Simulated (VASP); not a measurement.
# YTi with PW91 + D4: from relaxation to properties, part 5 of 5

What structure does YTi take at this level, and what are its properties? The cell is generated by rule, not measured, and may not be a known phase. Left out of this account: at least 1 further run (elastic: elastic constants of a metal on too coarse a mesh).

VASP 6.6.1, plane waves and PAW; the level of theory is named at each step.

Still holding for the runs below: This run has no spin polarisation. Its electron count is odd, so without a moment it is a metal by construction. The k-mesh is coarse for a metal.

So far. Step 8 (Bands along the symmetry lines (PW91 + D4 + SOC)): There is no gap at this level. Step 9 (Vibrations at Γ (PW91 + D4)): The three acoustic modes lie within 0.2 cm⁻¹ of zero, and all others are real. By the characters of their eigenvectors the optical modes sort into (cm⁻¹) infrared active: T1u 195. The relaxed cell has a = 3.586 Å (conventional setting).

## Step 10: Band structure (PW91 + D4) with a changed input

Level of this step: PW91 with D4; plane waves and PAW (Y_sv, Ti_sv); invented cell (VASP).

The mesh alone shows little of the dispersion and can miss band extrema, so KPOINTS_OPT adds a path through the symmetry points after the self-consistent cycle. Some settings are moved from the usual, to see what they do.

File INCAR:

```
SYSTEM = YTi
PREC = Accurate
ENCUT = 400
EDIFF = 1E-06
NELM = 100
ISMEAR = 1
SIGMA = 0.2
LREAL = .FALSE.
ALGO = Normal
GGA = 91
IVDW = 13
VDW_S6 = 1
VDW_S8 = 0.77283111
VDW_A1 = 0.39581542
VDW_A2 = 4.93405761
LORBIT = 11
LWAVE = .FALSE.
LCHARG = .FALSE.
```

File POSCAR:

```
YTi
1.0
    3.5863537839      0.0000000000      0.0000000000
    0.0000000000      3.5863537839      0.0000000000
    0.0000000000      0.0000000000      3.5863537839
Y Ti
1 1
Direct
    0.5000000000      0.5000000000      0.5000000000
    0.0000000000      0.0000000000      0.0000000000
```

File KPOINTS:

```
Automatic mesh
0
Gamma
5 5 5
0 0 0
```

File KPOINTS_OPT:

```
Line mode
16
Line-mode
Reciprocal
  0.00000000   0.00000000   0.00000000 GAMMA
  0.00000000   0.50000000   0.00000000 X

  0.00000000   0.50000000   0.00000000 X
  0.50000000   0.50000000   0.00000000 M

  0.50000000   0.50000000   0.00000000 M
  0.00000000   0.00000000   0.00000000 GAMMA

  0.00000000   0.00000000   0.00000000 GAMMA
  0.50000000   0.50000000   0.50000000 R

  0.50000000   0.50000000   0.50000000 R
  0.00000000   0.50000000   0.00000000 X

  0.50000000   0.50000000   0.00000000 M
  0.50000000   0.50000000   0.50000000 R
```

The projector-augmented-wave data sets are Y_sv and Ti_sv (PBE family, release 64).

Started as:

```
mpirun -np 1 vasp_std
```

What it wrote:

```text
[... set-up lines as in an earlier step ...]
 entering main loop
       N       E                     dE             d eps       ncg     rms          rms(c)
DAV:   1     0.160485286879E+03    0.16049E+03   -0.10362E+04   300   0.135E+03
DAV:   2    -0.802074577532E+00   -0.16129E+03   -0.16043E+03   314   0.396E+02
DAV:   3    -0.147562534123E+02   -0.13954E+02   -0.13853E+02   571   0.886E+01
DAV:   4    -0.150140747737E+02   -0.25782E+00   -0.25727E+00   350   0.122E+01
DAV:   5    -0.150245135264E+02   -0.10439E-01   -0.10437E-01   490   0.181E+00    0.329E+01
DAV:   6    -0.143784775332E+02    0.64604E+00   -0.28904E+01   405   0.321E+01    0.106E+01
DAV:   7    -0.137831076738E+02    0.59537E+00   -0.19547E+01   405   0.234E+01    0.144E+01
DAV:   8    -0.134838444832E+02    0.29926E+00   -0.33601E+00   391   0.119E+01    0.160E+00
DAV:   9    -0.134837956542E+02    0.48829E-04   -0.17632E-01   415   0.317E+00    0.544E-01
DAV:  10    -0.134834168536E+02    0.37880E-03   -0.12162E-02   349   0.916E-01    0.447E-01
DAV:  11    -0.134828385745E+02    0.57828E-03   -0.61465E-03   398   0.540E-01    0.149E-01
DAV:  12    -0.134828783752E+02   -0.39801E-04   -0.45142E-04   321   0.175E-01    0.329E-02
DAV:  13    -0.134828788141E+02   -0.43893E-06   -0.46212E-05   441   0.440E-02    0.251E-02
DAV:  14    -0.134828799426E+02   -0.11284E-05   -0.76344E-06   300   0.261E-02    0.794E-03
DAV:  15    -0.134828802291E+02   -0.28652E-06   -0.10320E-06   220   0.893E-03
   1 F= -.13847192E+02 E0= -.13849947E+02  d E =0.826582E-02
 Start KPOINTS_OPT (optional k-point list driver)
k-point batch [1-10\96]
       N       E                     dE             ncg
DAV:   1    -0.235390167389E+04   -0.36801E+04      300
DAV:   2    -0.408464447828E+04   -0.17307E+04      321
DAV:   3    -0.422144725261E+04   -0.13680E+03      541
DAV:   4    -0.422466072305E+04   -0.32135E+01      350
DAV:   5    -0.422482250394E+04   -0.16178E+00      478
DAV:   6    -0.422482411590E+04   -0.16120E-02      377
DAV:   7    -0.422482418602E+04   -0.70117E-04      506
DAV:   8    -0.422482418657E+04   -0.54950E-06      306
[...]
k-point batch [91-96\96]
       N       E                     dE             ncg
DAV:   1     0.166425726341E+04   -0.68002E+04      180
DAV:   2     0.786027668476E+03   -0.87823E+03      194
DAV:   3     0.730386176800E+03   -0.55641E+02      339
DAV:   4     0.729467872450E+03   -0.91830E+00      201
DAV:   5     0.729412882726E+03   -0.54990E-01      291
DAV:   6     0.729412551730E+03   -0.33100E-03      222
DAV:   7     0.729412535459E+03   -0.16271E-04      298
DAV:   8     0.729412535345E+03   -0.11352E-06      160
```

Elapsed: 10 s, on 1 MPI rank of Intel Xeon 6975P-C (Granite Rapids), shared host; peak memory 0.14 GiB.

From OUTCAR (step 10):

```text
   NELECT =      23.0000    total number of electrons

 E-fermi :   5.3045

 k-point     1 :       0.0000    0.0000    0.0000
  band No.  band energies     occupation
    ...
      7     -16.4153      2.00000
      8     -16.4153      2.00000
      9       0.0274      2.00000
     10       3.4302      2.00000
     11       3.4302      2.00000
     12       6.2443     -0.00000
     13       6.2443     -0.00000
     14       6.2443     -0.00000
     15       8.4082     -0.00000

  DFT-D4 for vdW energy calculation

  Edisp (eV):   -0.36431

  Total       0.00146     0.00146     0.00146     0.00000     0.00000     0.00000
  in kB       0.05081     0.05081     0.05081     0.00000     0.00000     0.00000
  external pressure =        0.05 kB  Pullay stress =        0.00 kB

  FREE ENERGIE OF THE ION-ELECTRON SYSTEM (eV)
  ---------------------------------------------------
  free  energy   TOTEN  =       -13.8471920421 eV

  energy  without entropy=      -13.8554578581  energy(sigma->0) =      -13.84994731

[... 9 parts as in an earlier step ...]

[... 9 further parts left out ...]
```

The mesh holds 10 irreducible points against 20.

Numbers from this step:

```
SCF cycles              : 15
irreducible k-points    : 10
free energy (TOTEN)     : -13.85 eV
energy at zero smearing : -13.85 eV
Fermi energy            : 5.304 eV
pressure                : 0.005081 GPa
```

The electronic bands at the labelled points (eV, zero at the Fermi level; # counts the bands kept in this run, so #1 is VASP's band 9):

```tsv
point	#1	#2	#3	#4	#5
Γ	-5.28	-1.87	-1.87	0.94	0.94
0.47 of the way	-4.43	-1.48	-1.42	0.86	0.86
X	-2.40	-2.02	-0.26	0.70	0.85
0.47 of the way	-2.14	-2.02	-0.14	0.30	0.32
M	-2.57	-1.94	-0.25	-0.25	1.30
0.47 of the way	-3.36	-1.37	-0.63	0.25	0.42
Γ	-5.28	-1.87	-1.87	0.94	0.94
0.47 of the way	-3.04	-0.77	-0.77	0.01	0.13
R	-0.69	-0.69	-0.69	-0.11	-0.11
0.47 of the way	-1.68	-1.14	-0.66	-0.15	-0.02
X	-2.40	-2.02	-0.26	0.70	0.85
jump to M	-2.57	-1.94	-0.25	-0.25	1.30
0.53 of the way	-1.72	-0.94	-0.49	-0.49	0.40
R	-0.69	-0.69	-0.69	-0.11	-0.11
```

Of the projections kept (Y, Ti), the largest for each band there, as a share of the weight inside these atoms' spheres; weight between the spheres isn't counted:

```tsv
point	#1	#2	#3	#4	#5
Γ	Y 0.59	Ti 0.55	Ti 0.55	Ti 0.84	Ti 0.84
X	Y 0.80	Y 0.51	Ti 0.97	Y 1.00	Ti 0.92
M	Y 0.53	Ti 0.55	Ti 0.70	Ti 0.70	Y 0.77
Γ	Y 0.59	Ti 0.55	Ti 0.55	Ti 0.84	Ti 0.84
R	Y 0.82	Y 0.82	Y 0.82	Ti 0.76	Ti 0.76
X	Y 0.80	Y 0.51	Ti 0.97	Y 1.00	Ti 0.92
```

The electronic bands as a text plot (rows in eV):

```
    1.2 |              **                                 *
    0.9 |*********    *  *     ******                   ** *
    0.6 |       * *          ***     **               ** *  *
    0.3 |        *****    ****         *             * **    *
    0.1 |           **    **            **          * *       **
   -0.2 |       ****  ****                ************  ****   **
   -0.5 |      *                         ****        ***    ***
   -0.8 |     *             *           * * *********          **
   -1.0 |    *               *         *    **   * *         * *
   -1.3 |   **              ***      **    *      * *       * *
   -1.6 |  ** *            *  ***   *     *        * *     *
   -1.9 |**    *    *******      ***                ***   *  *
   -2.1 |       *****                                 ****  *
   -2.4 |       **   **  *               *              ****
   -2.7 |      *       ** **
   -2.9 |                               *
   -3.2 |
   -3.5 |     *             *          *
   -3.8 |                    *
   -4.0 |    *                        *
   -4.3 |   *                 *      *
   -4.6 |                      *
   -4.9 |  *                    *   *
   -5.1 |**                      ***
         Γ      X      M          Γ            R        X|M     R
```

Against the sound run “Bands along the symmetry lines (PW91 + D4)”, the energy at zero smearing moves by -28.2 meV an atom, the pressure by -0.38 GPa and the Fermi level by +0.05 eV.

## Step 11: Results

```yaml
relaxed_volume: 23.06 Å³/atom
relaxed_conventional_cell_a_b_c: 3.586, 3.586, 3.586 Å
space_group_after_relaxing_within_0p02_a: Pm-3m (No. 221)
band_gap: none, a metal
dos_at_the_fermi_level: 4.66 states/eV/cell
shallowest_level_of_the_frozen_cores: Y1 3d, 144.8 eV deep
band_gap_pw91_d4_soc: none, a metal
highest_zone_centre_mode: 195 cm⁻¹
```

**Reading.** With PW91 + D4, YTi relaxes to 23.06 Å³/atom in space group Pm-3m (held by the symmetry of the run) and comes out as a metal. Bands along the symmetry lines (PW91 + D4): Of the bands kept, 3 cross the Fermi level on this path. Bands along the symmetry lines (PW91 + D4 + SOC): Of the bands kept, 8 cross the Fermi level on this path (spinor bands, one electron each). Vibrations at Γ (PW91 + D4): The highest mode in this list at Γ, 195.3 cm⁻¹, has its largest share on Ti (65 % of the kinetic energy). Band structure (PW91 + D4) with a changed input: Of the bands kept, 3 cross the Fermi level on this path. LASPH was switched on together with spin-orbit coupling, so shifts put down to the coupling hold both changes, and that of the mesh where it differs. The k-sampling is coarse for a metal, so the Fermi level, pressures and the shape of the cell carry errors. With an odd electron count and no spin the cell is a metal by construction. Modes at Γ alone can't show that the crystal is stable at other wave vectors. No search among competing phases was made. All values are for a static lattice at zero temperature.

[Lines on the potential files, build, host, timing and source positions are cut from VASP's logs without a mark.]

[Logs are printed without paths, hosts, clocks, repeated set-up lines and the standing remarks that a program may print on its own settings, such as how far it seeks lower states.]

[Hosts, paths, dates, database ids (printed as entryN), source tags and the programs' standing remarks are cut or masked in the printed files.]

[A measured line is paired with the nearest computed mode of its activity, which favours agreement.]

[In band tables of VASP the shares of atoms and orbitals are scaled to a sum of 1 inside the atoms' spheres.]
